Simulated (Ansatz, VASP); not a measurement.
BiB2N: VASP beside Ansatz

Contents of POSCAR:

```
BiB2N
1.0
    2.8282886573      0.0000000000      0.0000000000
    0.0000000000      2.8282886573      0.0000000000
    0.0000000000      0.0000000000      6.5260672313
N B Bi
1 2 1
Direct
    0.0000000000      0.0000000000      0.0000000000
    0.0000000000      0.5000000000      0.8819061851
    0.5000000000      0.0000000000      0.1180938149
    0.5000000000      0.5000000000      0.5000000000
```

INCAR.step1

```
SYSTEM = BiB2N
ALGO     = Normal         ! electronic algorithm
EDIFF    = 1E-5           ! SCF threshold, eV
ENCUT    = 520            ! plane-wave cutoff, eV
GGA      = PE             ! functional
ISIF     = 2              ! what is computed and relaxed
ISMEAR   = -1             ! smearing method
LASPH    = .True.         ! aspherical terms in the spheres
LCHARG   = .False.        ! write CHGCAR
LREAL    = .False.        ! projectors in reciprocal space
LWAVE    = .True.         ! write WAVECAR
NBANDS   = 21             ! bands
NELM     = 60             ! most SCF steps
PREC     = Accurate       ! precision mode
SIGMA    = 0.02           ! smearing width, eV
```

INCAR.step2

```
SYSTEM = BiB2N
AEXX     = 0.3            ! exact-exchange fraction
ALGO     = Normal         ! electronic algorithm
EDIFF    = 1E-6           ! SCF threshold, eV
ENCUT    = 520            ! plane-wave cutoff, eV
GGA      = PE             ! functional
HFRCUT   = -1           
ISIF     = 2              ! what is computed and relaxed
ISMEAR   = -1             ! smearing method
ISTART   = 1            
LASPH    = .True.         ! aspherical terms in the spheres
LCHARG   = .False.        ! write CHGCAR
LHFCALC  = .True.         ! exact exchange
LREAL    = .False.        ! projectors in reciprocal space
LWAVE    = .False.        ! write WAVECAR
NBANDS   = 21             ! bands
NELM     = 60             ! most SCF steps
PREC     = Accurate       ! precision mode
PRECFOCK = Normal       
SIGMA    = 0.02           ! smearing width, eV
```

Contents of KPOINTS:

```
k-points
0
Gamma
  4 4 2
  0 0 0
```

Input for Ansatz:

```yaml
crystal:
  lattice:
    - [2.8282886573, 0.0, 0.0]
    - [0.0, 2.8282886573, 0.0]
    - [0.0, 0.0, 6.5260672313]
  atoms:
    - { symbol: "N", position: [0.0, 0.0, 0.0] }
    - { symbol: B, position: [0.0, 0.5, 0.8819061851] }
    - { symbol: Bi, position: [0.5, 0.5, 0.5] }
    - { symbol: B, position: [0.5, 0.0, 0.1180938149] }
kpoints:
  mp_grid: { grid: [4, 4, 2] }
hamiltonian:
  xc: { exchange: pbe, correlation: pbe, exx: { coeff: 0.3 } }
scf:
  occupations: { method: fermi_dirac, width: 0.02 }
  n_extra_bands: 5
output:
  forces: true
  stress: true
  eigenvalues: true
```

Alike in both runs: task single point; functional PBE-based global hybrid; k mesh 4 × 4 × 2; occupations fermi-dirac, width 0.02 eV; no spin polarisation.

|  | VASP | Ansatz |
| --- | --- | --- |
| version | VASP 6.6.1 | Ansatz 0.2.0 |
| potentials or method | VASP PAW PBE potentials, release 64 (N, B, Bi_d) | plane waves |
| plane-wave cutoff (eV) | 520 | 420 |
| valence electrons in the cell | 26 | 26 |

|  | VASP | Ansatz | Ansatz less VASP |
| --- | --- | --- | --- |
| pressure (GPa) | -6.0 | -5.0 | +1.03 |
| largest component of the traceless stress (GPa) | 8.82 | 9.22 | +0.392 |
| rms of the force components (eV/Å) | 0.035 | 0.028 | -0.0064 |

Ansatz warned: «filled_band_counts_differ_across_k_points».

Caveats: the k mesh is coarse (spacing up to 0.56 Å⁻¹), so the values aren't converged; the PAW data sets were made with another functional, which shifts forces and pressure a little (VASP); spin-orbit coupling is left out, which moves the levels of the heavy elements.
